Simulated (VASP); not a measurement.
ZnCu:

```xyz
2
Lattice="2.9667 0.0000 0.0000 0.0000 2.9667 0.0000 0.0000 0.0000 2.9667" Properties=species:S:1:pos:R:3 pbc="T T T"
Zn    1.4833    1.4833    1.4833
Cu    0.0000    0.0000    0.0000
```

```yaml
Program: VASP 6.6.1
Task: relaxation of cell and atoms
Functional: r2SCAN
Potentials_or_basis: VASP PAW PBE potentials, release 64 (Zn, Cu)
Cutoff: 600 eV
k_mesh: 8 × 8 × 8
Occupations: fermi-dirac, width 0.02 eV
Spin: no spin polarisation
```

At the start: pressure -4.8 GPa; volume 13.05 Å³/atom.

Task: How do energy, volume and symmetry change on relaxing?

Result: Over 5 steps the energy falls by 8.6 meV/atom and the volume is 12.53 Å³/atom (-4.0 %); space group Pm-3m (No. 221, to 0.05 Å).

The path:
| step | energy change (eV) | largest force (eV/Å) | pressure (GPa) | volume (Å³) |
| --- | --- | --- | --- | --- |
| 1 | 0.0000 | 0.0000 | -4.80 | 26.11 |
| 2 | -0.0150 | 0.0000 | 2.16 | 24.66 |
| 3 | -0.0172 | 0.0000 | 0.15 | 25.03 |
| 4 | -0.0172 | 0.0000 | -0.07 | 25.06 |
| 5 | -0.0172 | 0.0000 | 0.05 | 25.06 |

Final structure:
```xyz
2
Lattice="2.9263 0.0000 0.0000 0.0000 2.9263 0.0000 0.0000 0.0000 2.9263" Properties=species:S:1:pos:R:3 pbc="T T T"
Zn    1.4631    1.4631    1.4631
Cu    0.0000    0.0000    2.9263
```

Caveat: the PAW data sets were made with another functional, which shifts forces and pressure a little.
